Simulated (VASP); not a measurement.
A run of VASP 6.6.1:

The input INCAR:

```
  PREC = Accurate
  ENCUT = 600
  EDIFF = 1E-6
  ISMEAR = 0
  SIGMA = 0.02
  LREAL = F
  LASPH = T
  NELM = 100
  ALGO = Normal
  ISIF = 3
  LWAVE = F
  LCHARG = F
  GGA = PE
  IBRION = 2
  NSW = 100
  EDIFFG = -0.01
```

File KPOINTS:

```
Automatic mesh
0
Gamma
  6 6 6
```

The input POSCAR:

```
YMgF3
1.0
    4.5133404367      0.0000000000      0.0000000000
    0.0000000000      4.5133404367      0.0000000000
    0.0000000000      0.0000000000      4.5133404367
Y Mg F
1 1 3
Direct
    0.5000000000      0.5000000000      0.5000000000
    0.0000000000      0.0000000000      0.0000000000
    0.5000000000      0.5000000000      0.0000000000
    0.5000000000      0.0000000000      0.5000000000
    0.0000000000      0.5000000000      0.5000000000
```

Potentials or basis: VASP PAW PBE potentials, release 64 (Y_sv, Mg, F).

Command:

```sh
$ cat potpaw_PBE.64/Y_sv/POTCAR potpaw_PBE.64/Mg/POTCAR potpaw_PBE.64/F/POTCAR > POTCAR
$ mpirun -np 1 vasp_std > vasp.out
```

Hardware: 1 thread of Intel(R) Xeon(R) 6975P-C (Granite Rapids), with other jobs on the host.

Task: Estimate the wall time of this run.

Result: Run time: 55 s on 1 thread of Intel(R) Xeon(R) 6975P-C (Granite Rapids), with other jobs on the host, peak memory 0.25 GiB. Counts: scf iterations 21, k points 20, ion steps 2.
